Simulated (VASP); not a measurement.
HfO2:

```
CELL_PARAMETERS angstrom
3.60433 0.00000 0.00000
0.00000 3.60433 0.00000
0.00000 0.00000 5.26356
ATOMIC_POSITIONS crystal
Hf 0.50000 0.50000 0.50000
Hf 0.00000 0.00000 0.00000
O 0.00000 0.50000 0.69329
O 0.50000 0.00000 0.80671
O 0.50000 0.00000 0.30671
O 0.00000 0.50000 0.19329
```

Measurements of this composition are mostly on another form, of space group No. 14.

```yaml
Program: VASP 6.6.1
Task: relaxation of cell and atoms
Functional: LDA
Potentials_or_basis: VASP PAW LDA potentials, release 64 (Hf_pv, O)
Cutoff: 600 eV
k_mesh: 6 × 6 × 4
Occupations: fermi-dirac, width 0.05 eV
Spin: no spin polarisation
```

At the start: pressure -16.3 GPa; volume 11.40 Å³/atom.

Problem. Where does the relaxation end?

Solution. Over 20 steps the energy falls by 46.7 meV/atom and the volume is 10.49 Å³/atom (-7.9 %); space group P4_2/nmc (No. 137, to 0.05 Å).

Step by step:
```
step  energy change (eV)  largest force (eV/Å)  pressure (GPa)  volume (Å³)
   1              0.0000                0.1506          -16.34        68.38
   2              0.4543                1.1371           37.24        57.51
   3             -0.2397                0.2578           -0.70        64.09
   4             -0.2399                0.2695           -0.25        63.98
   5             -0.2399                0.2790            0.13        63.90
   6             -0.2542                0.2404            0.24        63.66
   7             -0.2680                0.1629            0.74        63.09
   8             -0.2772                0.0618           -0.53        63.22
   9             -0.2788                0.0038           -1.29        63.30
  10             -0.2794                0.0040            0.82        62.77
  11             -0.2802                0.0033           -0.08        62.99
  12             -0.2802                0.0089            0.04        62.96
  13             -0.2802                0.0087            0.03        62.96
  14             -0.2802                0.0096            0.06        62.95
  15             -0.2802                0.0091            0.08        62.96
  16             -0.2802                0.0089            0.07        62.96
  17             -0.2802                0.0066           -0.05        62.98
  18             -0.2802                0.0075           -0.05        62.98
  19             -0.2803                0.0058           -0.06        62.97
  20             -0.2803                0.0009           -0.04        62.96
```

Final structure:
```
CELL_PARAMETERS angstrom
3.52384 0.00000 0.00000
0.00000 3.52384 0.00000
0.00000 0.00000 5.06992
ATOMIC_POSITIONS crystal
Hf 0.50000 0.50000 0.50000
Hf 0.00000 0.00000 0.00000
O 0.00000 0.50000 0.70615
O 0.50000 0.00000 0.79385
O 0.50000 0.00000 0.29385
O 0.00000 0.50000 0.20615
```
